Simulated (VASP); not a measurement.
Calculation: PBEsol GGA, VASP's PBE PAW potentials (set 64) (plane waves; VASP).

The input files of a VASP run:

POSCAR:
```
Mo
1
   -1.5650523707     1.5650523707     1.5650523707
    1.5650523707    -1.5650523707     1.5650523707
    1.5650523707     1.5650523707    -1.5650523707
Mo
1
Direct
  0.0000000000   0.0000000000   0.0000000000
```

### KPOINTS
```
Automatic mesh
0
gamma
 16 16 16
```

INCAR:
```
# general
SYSTEM =Mo
PREC   =Accurate
ENCUT  =480
LREAL  =.FALSE.
LASPH  =.TRUE.

# electronic loop
EDIFF  =1E-7
NELM   =100
ALGO   =Normal
LMAXMIX=4

# smearing
ISMEAR =1
SIGMA  =0.1

# functional
GGA    =PS

# ions
ISIF   =2

# output
LWAVE  =.FALSE.
LCHARG =.FALSE.
```

POTCAR, in this order: Mo_sv (PBE.64 set). Program: vasp_std.

What VASP printed:

### OUTCAR
```
 ion  position               nearest neighbor table
   1  0.000  0.000  0.000-
  LATTYP: Found a body centered cubic cell.
 ALAT       =     3.1301047414
 Subroutine PRICEL returns:
 Original cell was already a primitive cell.
 Subroutine GETGRP returns: Found 48 space group operations
The static configuration has the point symmetry O_h .
The dynamic configuration has the point symmetry O_h .
 Subroutine INISYM returns: Found 48 space group operations
 Subroutine IBZKPT returns following result:
 Found    145 irreducible k-points:

 Following reciprocal coordinates:
            Coordinates               Weight
  0.000000  0.000000  0.000000      1.000000
  0.062500  0.000000  0.000000     12.000000
  0.125000  0.000000  0.000000     12.000000
  0.187500  0.000000  0.000000     12.000000
  0.250000  0.000000  0.000000     12.000000
  0.312500  0.000000  0.000000     12.000000
  0.375000  0.000000  0.000000     12.000000
  0.437500  0.000000  0.000000     12.000000
  0.500000  0.000000  0.000000      6.000000
  0.062500  0.062500  0.000000     24.000000
...
```

**OSZICAR**
```
       N       E                     dE             d eps       ncg     rms          rms(c)
DAV:   1     0.854574370740E+02    0.85457E+02   -0.80174E+03  3222   0.124E+03
DAV:   2    -0.112172392857E+02   -0.96675E+02   -0.93249E+02  3484   0.331E+02
DAV:   3    -0.125318265155E+02   -0.13146E+01   -0.13055E+01  3738   0.380E+01
DAV:   4    -0.125352635450E+02   -0.34370E-02   -0.34366E-02  3466   0.223E+00
DAV:   5    -0.125352798734E+02   -0.16328E-04   -0.16329E-04  3694   0.155E-01    0.166E+01
DAV:   6    -0.118813219404E+02    0.65396E+00   -0.11275E+00  3427   0.128E+01    0.450E+00
DAV:   7    -0.117890724495E+02    0.92249E-01   -0.22133E-01  3716   0.523E+00    0.940E-01
DAV:   8    -0.117831315755E+02    0.59409E-02   -0.43911E-03  3325   0.921E-01    0.191E-01
DAV:   9    -0.117831399902E+02   -0.84147E-05   -0.89266E-05  3754   0.127E-01    0.823E-02
DAV:  10    -0.117831464791E+02   -0.64888E-05   -0.78851E-06  3430   0.358E-02    0.595E-03
DAV:  11    -0.117831465965E+02   -0.11746E-06   -0.23477E-07  3707   0.526E-03    0.762E-04
DAV:  12    -0.117831465291E+02    0.67374E-07   -0.62026E-09  1805   0.987E-04
   1 F= -.11783147E+02 E0= -.11783322E+02  d E =0.525182E-03
```

### OUTCAR
```
------------------------ aborting loop because EDIFF is reached ----------------------------------------
  FORCE on cell =-STRESS in cart. coord.  units (eV):
  Direction    XX          YY          ZZ          XY          YZ          ZX
  --------------------------------------------------------------------------------------
  Total        0.0243806      0.0243806      0.0243806      0.0000000      0.0000000      0.0000000
  in kB        2.5474627      2.5474627      2.5474627      0.0000000      0.0000000      0.0000000
  external PRESSURE =       2.5474627 kB  Pullay stress =       0.0000000 kB
  volume of cell :       15.33
      direct lattice vectors                 reciprocal lattice vectors
    -1.565052371  1.565052371  1.565052371     0.000000000  0.319478127  0.319478127
     1.565052371 -1.565052371  1.565052371     0.319478127  0.000000000  0.319478127
     1.565052371  1.565052371 -1.565052371     0.319478127  0.319478127  0.000000000
 POSITION                                       TOTAL-FORCE (eV/Angst)
 -----------------------------------------------------------------------------------
      0.00000      0.00000      0.00000         0.000000      0.000000     -0.000000
 -----------------------------------------------------------------------------------
    total drift:                                0.000000     -0.000000     -0.000000
  FREE ENERGIE OF THE ION-ELECTRON SYSTEM (eV)
  ---------------------------------------------------
  free  energy   TOTEN  =       -11.7831465291 eV

  energy  without entropy=      -11.7836717112  energy(sigma->0) =      -11.78332159
```
(Selected blocks of OUTCAR.)

The compound is Mo in the bcc structure. It was relaxed first.
